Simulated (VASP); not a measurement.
## BN (space group P6_3mc): computed properties

Computed with PBEsol GGA, VASP's PBE PAW potentials (set 64) (plane waves; VASP 6.6.1).

```json
{
 "space_group": "P6_3mc (186)",
 "cell": "a = 2.543 Å, b = 2.543 Å, c = 4.205 Å, α = 90.00°, β = 90.00°, γ = 120.00°",
 "volume_per_atom": "5.89 Å³/atom",
 "band gap (over mesh and band path)": "4.96 eV",
 "smallest direct gap (over mesh and band path)": "8.20 eV",
 "hill_bulk_modulus": "387 GPa",
 "hill_shear_modulus": "389 GPa",
 "Poisson's ratio": "0.124",
 "band_edge_character": "indirect, Γ to K",
 "density": "3.50 g/cm³",
 "mean ε∞ (DFPT)": "4.65",
 "mean ε∞ (independent particles)": "4.76",
 "C11": "951 GPa",
 "C12": "141 GPa",
 "C13": "62.6 GPa",
 "C33": "1050 GPa",
 "C44": "333 GPa",
 "C66": "405 GPa"
}
```

```cif
data_B2N2
_chemical_formula_sum 'B2 N2'
_space_group_name_H-M_alt 'P63mc'
_space_group_IT_number 186
_space_group_name_Hall 'P 6c -2c'
_cell_length_a 2.54257
_cell_length_b 2.54257
_cell_length_c 4.20545
_cell_angle_alpha 90.000
_cell_angle_beta 90.000
_cell_angle_gamma 120.000
loop_
_atom_site_label
_atom_site_type_symbol
_atom_site_symmetry_multiplicity
_atom_site_Wyckoff_symbol
_atom_site_fract_x
_atom_site_fract_y
_atom_site_fract_z
_atom_site_occupancy
B1 B 2 b 0.33333 0.66667 0.49979 1
N1 N 2 b 0.33333 0.66667 0.12521 1
```

The structure comes from a computed database's BN entry (P6_3mc); how it stands against other phases isn't given here. It was relaxed first. Symmetry was kept, so distortions that lower it aren't found.
